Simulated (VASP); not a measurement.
Here is the system:

```
CELL_PARAMETERS angstrom
      1.37782    -2.38646     0.00000
      1.37782     2.38646     0.00000
      0.00000     0.00000     4.45834
ATOMIC_POSITIONS crystal
  Re 0.33333 0.66667 0.25000
  Re 0.66667 0.33333 0.75000
```

The numbers are results of PBE GGA with D4 dispersion, VASP's PBE PAW potentials (set 64) (plane waves; VASP), not measurements. Numerical set-up: 520 eV cut-off, Gaussian smearing of 0.050 eV, potentials Re.

Give the energies of bands 1 to 10 at the high-symmetry points, in eV from the Fermi level.

```csv
band,Γ,M,K,A,L,H
1,-9.87,-5.99,-5.22,-7.52,-6.29,-4.54
2,-6.63,-5.84,-4.03,-7.52,-6.29,-4.54
3,-1.59,-5.26,-4.03,-2.38,-4.10,-3.72
4,-1.57,-1.91,-3.35,-2.38,-4.10,-3.72
5,-1.57,-1.71,-2.12,-1.69,0.42,-2.14
6,-0.73,-1.37,-2.12,-1.69,0.42,-2.14
7,-0.73,-0.59,-0.02,-1.69,0.95,0.09
8,0.22,4.02,3.06,-1.69,0.95,0.09
9,0.22,4.40,3.06,2.58,4.33,3.41
10,0.63,4.55,3.52,2.58,4.44,3.41
```

It has no gap at this level: it comes out as a metal or semimetal.

The compound is Re in the hcp structure. It was relaxed first.
